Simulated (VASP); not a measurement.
```
WTe
1.0
    0.00000     3.01442     3.01442
    3.01442     0.00000     3.01442
    3.01442     3.01442     0.00000
Te W
1 1
Direct
  0.00000   0.00000   0.00000
  0.50000   0.50000   0.50000
```

The base run (VASP): PBE GGA, plane waves, VASP's PBE PAW potentials (set 64). Run with 400 eV cut-off, 7×7×7 Γ-centred mesh, Gaussian smearing of 0.050 eV, potentials Te W_sv.

One setting is varied; ΔE counts from the most expensive setting. The base run took about 6 core-seconds. The timings are rough (shared machines, no repeats); factors under 2 mean little.

The pressure holds a Pulay error that falls with the cut-off, as the column shows.

| setting | cost over the base run | electronic steps | ΔE (meV/atom) | pressure (GPa) |
|---|---|---|---|---|
| ENCUT = 150 | (withheld) | 13 | (withheld) | (withheld) |
| ENCUT = 225 | within a factor of 2 | 13 | 2.0 | -16.20 |
| ENCUT = 275 | within a factor of 2 | 13 | 0.1 | -15.92 |
| base run | reference | 13 | 0.1 | -15.63 |
| ENCUT = 500 | within a factor of 2 | 13 | 0.1 | -15.62 |
| ENCUT = 575 | within a factor of 2 | 13 | 0.0 | -15.61 |
| ENCUT = 625 | within a factor of 2 | 13 | 0.0 | -15.60 |
| ENCUT = 750 | about 3 times | 13 | 0.0 | -15.60 |

**Question.** Fill in the missing entries.

**Answer.** 
- ENCUT = 150, cost over the base run: about 1/2
- ENCUT = 150, ΔE (meV/atom): 111.0
- ENCUT = 150, pressure (GPa): -47.84

Left out are runs that failed, have no time on record or changed the cell.

The structure was generated: TeW was put into the rocksalt type (Fm-3m), which need not be its known phase. The cell was not relaxed at this level.
